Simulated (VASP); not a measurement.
Wanted: the native input for a VASP 6.6.1 run.

```
Task                   : single point
Functional             : LDA
Potentials or basis    : VASP PAW LDA potentials, release 64 (Al, Ga_d, Te)
Cutoff                 : 520 eV
k mesh                 : 4 × 4 × 4
Occupations            : fermi-dirac, width 0.1 eV
Spin                   : no spin polarisation
Dipole correction      : no
Further INCAR settings : ALGO = Normal; EDIFF = 1e-07; NBANDS = 38
```

The structure of AlGaTe2 lies in POSCAR:

```
AlGaTe2
1.0
    0.0000000000      6.2211660000      0.0000000000
    6.2211660000      0.0000000000      0.0000000000
    3.1105830000      3.1105830000     -5.8446940000
Al Ga Te
2 2 4
Direct
    0.5000000000      0.5000000000      0.0000000000
    0.2500000000      0.7500000000      0.5000000000
    0.0000000000      0.0000000000      0.0000000000
    0.7500000000      0.2500000000      0.5000000000
    0.3750000000      0.3850000000      0.7500000000
    0.6150000000      0.1250000000      0.2500000000
    0.8750000000      0.8650000000      0.7500000000
    0.1350000000      0.6250000000      0.2500000000
```

The cell was built by a generator and needn't be a form met in nature.

These files were run (other wordings do the same):

INCAR

```
SYSTEM = AlGaTe2
  PREC = Accurate
  ENCUT = 520
  EDIFF = 1E-7
  ISMEAR = -1
  SIGMA = 0.1
  LREAL = .FALSE.
  LASPH = .TRUE.
  NELM = 60
  ALGO = Normal
  ISIF = 2
  LWAVE = .FALSE.
  LCHARG = .FALSE.
  GGA = CA
  NBANDS = 38
```

KPOINTS

```
Automatic mesh
0
G
  4 4 4
  0 0 0
```

Potentials or basis: VASP PAW LDA potentials, release 64 (Al, Ga_d, Te).

Run with:

```bash
$ cat potpaw_LDA.64/Al/POTCAR potpaw_LDA.64/Ga_d/POTCAR potpaw_LDA.64/Te/POTCAR > POTCAR
$ mpirun -np 1 vasp_std > vasp.out
```

Results of the run:

* Pressure: 6.0 GPa
* Largest force: 0.771 eV/Å
* Band gap on the k mesh: none (metal or under the smearing width)

It took 62 s on 1 thread of Intel(R) Xeon(R) Platinum 8559C (Emerald Rapids), with other jobs on the host, peak memory 0.33 GiB.
